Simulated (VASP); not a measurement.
# HfZr2Se4 (C2/m) in VASP: band structure with PBE

Aim: the band structure of HfZr2Se4 with PBE.

Program: VASP 6.6.1. These are calculated values, not measurements. Logs are shortened: lines on timing, memory, paths and dates and some standing lists are left out, and cuts for length are marked.

## (1) The structure

The structure is monoclinic, space group C2/m (No. 12). The conventional cell has a = 14.440 Å, b = 3.656 Å, c = 6.751 Å, α = 90.00°, β = 117.07°, γ = 90.00°. Around Zr (site symmetry m) lie 6 Se at 2.70 to 2.94 Å. Around Hf (site symmetry 2/m) lie 6 Se at 2.65 to 2.73 Å. Se (site symmetry m) is surrounded by 2 Hf at 2.73 Å and 3 Zr at 2.83 to 2.94 Å. Se (site symmetry m) has 1 Hf at 2.65 Å and 3 Zr at 2.70 to 2.71 Å as nearest neighbours.

The cell was built by a generator and needn't be a form met in nature.

## (2) Band structure, PBE

Contents of POSCAR:

```
HfZr2Se4
1.0
    7.2198590000     -1.8280900000      0.0000000000
    7.2198590000      1.8280900000      0.0000000000
   -3.0718130000      0.0000000000      6.0116810000
Zr Hf Se
2 1 4
Direct
    0.2541610000      0.2541610000      0.3029270000
    0.7458390000      0.7458390000      0.6970730000
    0.0000000000      0.0000000000      0.0000000000
    0.3673620000      0.3673620000      0.0350030000
    0.6326380000      0.6326380000      0.9649970000
    0.1048450000      0.1048450000      0.4407800000
    0.8951550000      0.8951550000      0.5592200000
```

Contents of INCAR.step1:

```
SYSTEM = HfZr2Se4
  ALGO = Normal
  EDIFF = 1E-6
  ENCUT = 520
  GGA = PE
  ISIF = 2
  ISMEAR = 0
  KPAR = 4
  LASPH = .True.
  LCHARG = .True.
  LMAXMIX = 4
  LREAL = .False.
  LWAVE = .False.
  NBANDS = 38
  NELM = 80
  PREC = Accurate
  SIGMA = 0.1
```

Contents of KPOINTS.step1:

```
k-points
0
Gamma
  8 8 6
  0 0 0
```

Contents of INCAR.step2:

```
SYSTEM = HfZr2Se4
  ALGO = Normal
  EDIFF = 1E-6
  ENCUT = 520
  GGA = PE
  ICHARG = 11
  ISIF = 2
  ISMEAR = 0
  KPAR = 4
  LASPH = .True.
  LCHARG = .False.
  LMAXMIX = 4
  LREAL = .False.
  LWAVE = .False.
  NBANDS = 38
  NELM = 80
  PREC = Accurate
  SIGMA = 0.05
```

Contents of KPOINTS.step2:

```
path XGY,LGZ,NGM,RG
20
line-mode
reciprocal
 0.0000000000  0.5000000000  0.0000000000  X
 0.0000000000  0.0000000000  0.0000000000  G

 0.0000000000  0.0000000000  0.0000000000  G
 0.0000000000  0.0000000000 -0.5000000000  Y

 0.0000000000  0.5000000000 -0.5000000000  L
 0.0000000000  0.0000000000  0.0000000000  G

 0.0000000000  0.0000000000  0.0000000000  G
-0.5000000000 -0.5000000000  0.5000000000  Z

-0.5000000000  0.0000000000  0.5000000000  N
 0.0000000000  0.0000000000  0.0000000000  G

 0.0000000000  0.0000000000  0.0000000000  G
-0.5000000000 -0.5000000000  0.0000000000  M

-0.5000000000  0.0000000000  0.0000000000  R
 0.0000000000  0.0000000000  0.0000000000  G
```

Potentials or basis: VASP PAW PBE potentials, release 64 (Zr_sv, Hf_pv, Se).

Started as:

```console
> cat potpaw_PBE.64/Zr_sv/POTCAR potpaw_PBE.64/Hf_pv/POTCAR potpaw_PBE.64/Se/POTCAR > POTCAR
> cp INCAR.step1 INCAR
> cp KPOINTS.step1 KPOINTS
> mpirun -np 4 vasp_std > vasp.out
> cp INCAR.step2 INCAR
> cp KPOINTS.step2 KPOINTS
> mpirun -np 4 vasp_std > vasp.out
```

OUTCAR:

```text
SYSTEM = HfZr2Se4
   EDIFF = 1E-6
   ENCUT = 520
   GGA = PE
   ICHARG = 11
   ISIF = 2
   ISMEAR = 0
   LASPH = .True.
   LREAL = .False.
   NELM = 80
   PREC = Accurate

 ion  position               nearest neighbor table
   1  0.254  0.254  0.303-   7 2.70   7 2.70   6 2.71   5 2.83   5 2.83   4 2.94   2 3.28   2 3.28
                             3 3.29
   2  0.746  0.746  0.697-   6 2.70   6 2.70   7 2.71   4 2.83   4 2.83   5 2.94   1 3.28   1 3.28
                             3 3.29
   3  0.000  0.000  0.000-   6 2.65   7 2.65   5 2.73   5 2.73   4 2.73   4 2.73   1 3.29   2 3.29

   4  0.367  0.367  0.035-   3 2.73   3 2.73   2 2.83   2 2.83   1 2.94
   5  0.633  0.633  0.965-   3 2.73   3 2.73   1 2.83   1 2.83   2 2.94
   6  0.105  0.105  0.441-   3 2.65   2 2.70   2 2.70   1 2.71
   7  0.895  0.895  0.559-   3 2.65   1 2.70   1 2.70   2 2.71

  LATTYP: Found a base centered monoclinic cell.
 ALAT       =    14.4397180000
 B/A-ratio  =     0.2532030058
 C/A-ratio  =     0.4675316630
 COS(beta)  =    -0.4550142877

  Lattice vectors:

 A1 = (   7.2198590000,  -1.8280900000,   0.0000000000)
 A2 = (   7.2198590000,   1.8280900000,   0.0000000000)
 A3 = (  -3.0718130000,   0.0000000000,   6.0116810000)

Analysis of symmetry for initial positions (statically):
=====================================================================
 Subroutine PRICEL returns:
 Original cell was already a primitive cell.

 Routine SETGRP: Setting up the symmetry group for a
 base centered monoclinic supercell.

 Subroutine GETGRP returns: Found  4 space group operations
 (whereof  4 operations were pure point group operations)
 out of a pool of  4 trial point group operations.

The static configuration has the point symmetry C_2h.

Analysis of symmetry for dynamics (positions and initial velocities):
=====================================================================
 Subroutine PRICEL returns:
 Original cell was already a primitive cell.

 Routine SETGRP: Setting up the symmetry group for a
 base centered monoclinic supercell.

 Subroutine GETGRP returns: Found  4 space group operations
 (whereof  4 operations were pure point group operations)
 out of a pool of  4 trial point group operations.

The dynamic configuration has the point symmetry C_2h.

 Subroutine INISYM returns: Found  4 space group operations
 (whereof  4 operations are pure point group operations),
 and found     1 'primitive' translations

----------------------------------------------------------------------------------------

                                     Primitive cell

  volume of cell :     158.6910

  direct lattice vectors                    reciprocal lattice vectors
     7.219859000 -1.828090000  0.000000000     0.069253430 -0.273509510  0.035386706
     7.219859000  1.828090000  0.000000000     0.069253430  0.273509510  0.035386706
    -3.071813000  0.000000000  6.011681000     0.000000000  0.000000000  0.166342825

  length of vectors
     7.447702802  7.447702802  6.751025370     0.284351382  0.284351382  0.166342825

  position of ions in fractional coordinates (direct lattice)
     0.254161000  0.254161000  0.302927000
     0.745839000  0.745839000  0.697073000
     0.000000000  0.000000000  0.000000000
     0.367362000  0.367362000  0.035003000
     0.632638000  0.632638000  0.964997000
     0.104845000  0.104845000  0.440780000
     0.895155000  0.895155000  0.559220000

  ion indices of the primitive-cell ions
   primitive index   ion index
                 1           1
                 2           2
                 3           3
                 4           4
                 5           5
                 6           6
                 7           7

----------------------------------------------------------------------------------------

 KPOINTS: path XGY,LGZ,NGM,RG

Interpolating k-points between supplied coordinates.

 Line segments in fractional coordinates (reciprocal lattice):
    0.000000  0.500000  0.000000  ...  0.000000  0.000000  0.000000
    0.000000  0.000000  0.000000  ...  0.000000  0.000000 -0.500000
    0.000000  0.500000 -0.500000  ...  0.000000  0.000000  0.000000
    0.000000  0.000000  0.000000  ... -0.500000 -0.500000  0.500000
   -0.500000  0.000000  0.500000  ...  0.000000  0.000000  0.000000
    0.000000  0.000000  0.000000  ... -0.500000 -0.500000  0.000000
   -0.500000  0.000000  0.000000  ...  0.000000  0.000000  0.000000

 Generated    20 points on each line segment, for a total of    140 k-points:

 Following reciprocal coordinates:
            Coordinates               Weight
  0.000000  0.500000  0.000000      0.007143
  0.000000  0.473684  0.000000      0.007143
  0.000000  0.447368  0.000000      0.007143
  0.000000  0.421053  0.000000      0.007143
  0.000000  0.394737  0.000000      0.007143
  0.000000  0.368421  0.000000      0.007143
[... 16 lines left out ...]
  0.000000  0.000000 -0.052632      0.007143
  0.000000  0.000000 -0.078947      0.007143
 [... further k-points ...]
   k-points           NKPTS =    140   k-points in BZ     NKDIM =    140   number of bands    NBANDS=     38
   number of dos      NEDOS =    301   number of ions     NIONS =      7
   total plane-waves  NPLWV = 156800
   dimension x,y,z NGX =    56 NGY =   56 NGZ =   50
   dimension x,y,z NGXF=   112 NGYF=  112 NGZF=  100
   ions per type =               2   1   4
   NGX,Y,Z   is equivalent  to a cutoff of  12.50, 12.50, 12.31 a.u.
   NGXF,Y,Z  is equivalent  to a cutoff of  25.00, 25.00, 24.63 a.u.
 SYSTEM =  HfZr2Se4
   PREC   = accura    normal or accurate (medium, high low for compatibility)
   ISTART =      0    job   : 0-new  1-cont  2-samecut
   ICHARG =     11    charge: 1-file 2-atom 10-const
   ISPIN  =      1    spin polarized calculation?
   LNONCOLLINEAR =      F non collinear calculations
   LSORBIT =      F    spin-orbit coupling
   LASPH  =      T    aspherical Exc in radial PAW
   ENCUT  =  520.0 eV  38.22 Ry    6.18 a.u.  13.85 13.85 12.55*2*pi/ulx,y,z
   NELM   =     80;   NELMIN=  2; NELMDL=  0     # of ELM steps
   EDIFF  = 0.1E-05   stopping-criterion for ELM
   LREAL  =      F    real-space projection
   EDIFFG = 0.1E-04   stopping-criterion for IOM
   NSW    =      0    number of steps for IOM
   IBRION =     -1    ionic relax: 0-MD 1-quasi-New 2-CG
   NFREE  =      0    steps in history (QN), initial steepest desc. (CG)
   ISIF   =      2    stress and relaxation
   ISYM   =      2    0-nonsym 1-usesym 2-fastsym
   POTIM  = 0.5000    time-step for ionic-motion
   TEBEG  =    0.0;   TEEND  =   0.0 temperature during run
   PSTRESS=    0.0 pullay stress
   NELECT =      58.0000    total number of electrons
   NUPDOWN=      -1.0000    fix difference up-down
   EMIN   =  10.00;   EMAX   =-10.00  energy-range for DOS
   EFERMI =   0.00;   METHOD = LEGACY
   ISMEAR =     0;   SIGMA  =   0.05  broadening in eV -4-tet -1-fermi 0-gaus
   EFERMI_NEDOS =   21; number of points for ismear=-14 and -15
   IALGO  =     38    algorithm
   IMIX   =      4    mixing-type and parameters
     AMIX     =   0.40;   BMIX     =  1.00
     AMIX_MAG =   1.60;   BMIX_MAG =  1.00
  volume/ion in A,a.u.               =      22.67       152.99
  Fermi-wavevector in a.u.,A,eV,Ry     =   1.170487  2.211901 18.640537  1.370041
  Thomas-Fermi vector in A             =   2.306945
   LORBIT       =      0    0 simple, 1 ext, 2 COOP (PROOUT), +10 PAW based schemes
   GGA     = PE    functional components
   LHFCALC =     F    Hartree Fock is set to
   AEXX    =    0.0000 exact exchange contribution
   IVDW    =     0    specifies the selected vdW correction
   LEPSILON=     F    determine dielectric tensor
   LRPA    =     F    only Hartree local field effects (RPA)
 non-spin polarized calculation
 Gauss-broadening in eV      SIGMA  =   0.05
  energy-cutoff  :      520.00
  volume of cell :      158.69
 maximum number of plane-waves:      4290
 NGX is ok and might be reduce to    56

 number of electron      58.0000000 magnetization

 Free energy of the ion-electron system (eV)
  ---------------------------------------------------
  ext. energy  EPLUGINS =         0.00000000
  ---------------------------------------------------
  free energy    TOTEN  =       -47.23417308 eV

  energy without entropy =      -47.22483799  energy(sigma->0) =      -47.22950554

 E-fermi :   6.2156     XC(G=0): -10.2871

 val. band max:        6.2144358844   @ k =  -0.1842  -0.1842   0.1842
 cond. band min:       6.2166849203   @ k =  -0.1316  -0.1316   0.1316
 fundamental gap:      0.0022490358
 Fermi energy:         6.2156496474

 k-point     1 :       0.0000    0.5000    0.0000
  band No.  band energies     occupation
      1     -42.9411      2.00000
      2     -42.9410      2.00000
      3     -25.6405      2.00000
      4     -25.5413      2.00000
      5     -25.3498      2.00000
      6     -21.2160      2.00000
[... 30 lines left out ...]
     37       9.2780      0.00000
     38       9.7082      0.00000

 k-point     2 :       0.0000    0.4737    0.0000
  band No.  band energies     occupation
      1     -42.9427      2.00000
      2     -42.9396      2.00000
      3     -25.6397      2.00000
      4     -25.5414      2.00000
      5     -25.3500      2.00000
      6     -21.2151      2.00000
[... 30 lines left out ...]
     37       9.2833      0.00000
     38       9.6897      0.00000

 k-point     3 :       0.0000    0.4474    0.0000
  band No.  band energies     occupation
      1     -42.9444      2.00000
      2     -42.9382      2.00000
      3     -25.6375      2.00000
      4     -25.5416      2.00000
      5     -25.3504      2.00000
      6     -21.2122      2.00000
[... 30 lines left out ...]
     37       9.2824      0.00000
[... 781 lines left out ...]
 k-point    23 :       0.0000    0.0000   -0.0526
  band No.  band energies     occupation
      1     -42.9697      2.00000
      2     -42.9320      2.00000
      3     -25.5519      2.00000
      4     -25.5289      2.00000
      5     -25.3692      2.00000
      6     -21.1977      2.00000
[... 30 lines left out ...]
     37       9.1602      0.00000
     38       9.4805      0.00000

 k-point    24 :       0.0000    0.0000   -0.0789
  band No.  band energies     occupation
      1     -42.9697      2.00000
      2     -42.9320      2.00000
      3     -25.5519      2.00000
      4     -25.5289      2.00000
      5     -25.3692      2.00000
      6     -21.1970      2.00000
[... 30 lines left out ...]
     37       9.2564      0.00000
     38       9.4825      0.00000

 [... further k-points ...]

------------------------ aborting loop because EDIFF is reached ----------------------------------------

  FORCE on cell =-STRESS in cart. coord.  units (eV):
  Direction    XX          YY          ZZ          XY          YZ          ZX
  --------------------------------------------------------------------------------------
  -------------------------------------------------------------------------------------
  Total        3.1346159      6.8715053      6.4374648      0.0000000      0.0000000     -3.8740324
  in kB       31.6477397     69.3761599     64.9939959      0.0000000      0.0000000    -39.1130440
  external PRESSURE =      55.3392985 kB  Pullay stress =       0.0000000 kB

 VOLUME and BASIS-vectors are now :
 -----------------------------------------------------------------------------
  energy-cutoff  :      520.00
  volume of cell :      158.69
      direct lattice vectors                 reciprocal lattice vectors
     7.219859000 -1.828090000  0.000000000     0.069253430 -0.273509510  0.035386706
     7.219859000  1.828090000  0.000000000     0.069253430  0.273509510  0.035386706
    -3.071813000  0.000000000  6.011681000     0.000000000  0.000000000  0.166342825

 POSITION                                       TOTAL-FORCE (eV/Angst)
 -----------------------------------------------------------------------------------
      2.73948      0.00000      1.82110        -0.130109      0.000000     -0.424032
      8.62843      0.00000      4.19058         0.130109      0.000000      0.424032
      0.00000      0.00000      0.00000        -0.000000     -0.000000      0.000000
      5.19708      0.00000      0.21043         0.591861      0.000000     -0.429614
      6.17082      0.00000      5.80125        -0.591861      0.000000      0.429614
      0.15994      0.00000      2.64983         0.567717      0.000000     -0.195053
     11.20797      0.00000      3.36185        -0.567717      0.000000      0.195053
 -----------------------------------------------------------------------------------
    total drift:                                0.000000      0.000000     -0.000000

  FREE ENERGIE OF THE ION-ELECTRON SYSTEM (eV)
  ---------------------------------------------------
  free  energy   TOTEN  =       -47.2341730814 eV

  energy  without entropy=      -47.2248379939  energy(sigma->0) =      -47.22950554
```

It took 7.1 min on 4 MPI ranks of Intel Xeon Platinum 8488C (Sapphire Rapids), shared host; peak memory 0.92 GiB.

Results:

```yaml
Band_gap_along_the_path: none (metal or under the smearing width)
```

Levels at the corners of the path, in eV from the Fermi level:
| point | band 27 | band 28 | band 29 | band 30 | band 31 | band 32 |
| --- | --- | --- | --- | --- | --- | --- |
| X | -2.82 | -0.77 | -0.29 | 0.43 | 0.83 | 1.44 |
| Γ | -1.38 | -1.37 | -0.86 | -0.24 | 0.48 | 0.57 |
| Γ | -1.38 | -1.37 | -0.86 | -0.24 | 0.48 | 0.57 |
| Y | -1.96 | -1.48 | -0.32 | 0.16 | 0.79 | 0.89 |
| L | -2.89 | -1.25 | -0.65 | 0.36 | 0.63 | 2.10 |
| Γ | -1.38 | -1.37 | -0.86 | -0.24 | 0.48 | 0.57 |
| Γ | -1.38 | -1.37 | -0.86 | -0.24 | 0.48 | 0.57 |
| Z | -2.02 | -1.23 | -0.66 | -0.22 | 0.67 | 0.98 |
| N | -2.89 | -1.25 | -0.65 | 0.36 | 0.63 | 2.10 |
| Γ | -1.38 | -1.37 | -0.86 | -0.24 | 0.48 | 0.57 |
| Γ | -1.38 | -1.37 | -0.86 | -0.24 | 0.48 | 0.57 |
| M | -2.29 | -1.47 | 0.17 | 0.37 | 0.66 | 0.77 |
| R | -2.82 | -0.77 | -0.29 | 0.43 | 0.83 | 1.44 |
| Γ | -1.38 | -1.37 | -0.86 | -0.24 | 0.48 | 0.57 |

Caveat: the log is that of the step along the path at fixed density, whose energy, stress, charges and moments have no meaning; spin-orbit coupling is left out, which moves the levels of the heavy elements.
